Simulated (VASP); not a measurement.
An input for Ansatz (written as the equivalent of a VASP run, and not itself run):

Ansatz 0.2 input:
```yaml
crystal:
  lattice:
    - [0.0000000, 2.7285296, 2.7285296]
    - [2.7285296, 0.0000000, 2.7285296]
    - [2.7285296, 2.7285296, 0.0000000]
  atoms:
    - { symbol: Ca, position: [0.0000000, 0.0000000, 0.0000000] }
kpoints:
  mp_grid: { grid: [10, 10, 10] }
hamiltonian:
  xc: pbesol
  pseudopotentials: { kind: paw }
scf:
  occupations: { method: methfessel_paxton, width: 0.1 }
  max_iter: 100
relax:
  max_steps: 60
  f_tol: 0.01
  cell: {}
output: { forces: true, stress: true, eigenvalues: true }
```

Problem. Write the VASP files for the same calculation (PBEsol).

Solution. Several could match; the one computed here: 
POSCAR:
```
Ca
1
   -0.0000000000     2.7285296208     2.7285296208
    2.7285296208     0.0000000000     2.7285296208
    2.7285296208     2.7285296208     0.0000000000
Ca
1
Direct
  0.0000000000   0.0000000000   0.0000000000
```

**INCAR**
```
SYSTEM  =  Ca
PREC  =  Accurate; ENCUT  =  400; LREAL  =  .False.
LASPH  =  .True.
EDIFF  =  1E-6; NELM  =  100; ALGO  =  Normal
ISMEAR  =  1; SIGMA  =  0.1
GGA  =  PS
IBRION  =  2; NSW  =  60; ISIF  =  3
EDIFFG  =  -0.01
LWAVE  =  .False.; LCHARG  =  .False.
```

KPOINTS:
```
kpoints
0
gamma
  10 10 10
0 0 0
```

POTCAR, in this order: Ca_sv (PBE.64 set). Program: vasp_std.

Limits of the translation: each code has its own PAW files, so the cut-off isn't converted (ENCUT is set for VASP's; basis.ecutwfc is left out, and Ansatz then takes the one that its files recommend); Ansatz stops its SCF on the density residual and VASP on the energy change (EDIFF).

The compound is Ca in the fcc structure. It was relaxed first, which changed the volume by -6 %. The start is the result of an earlier pass.
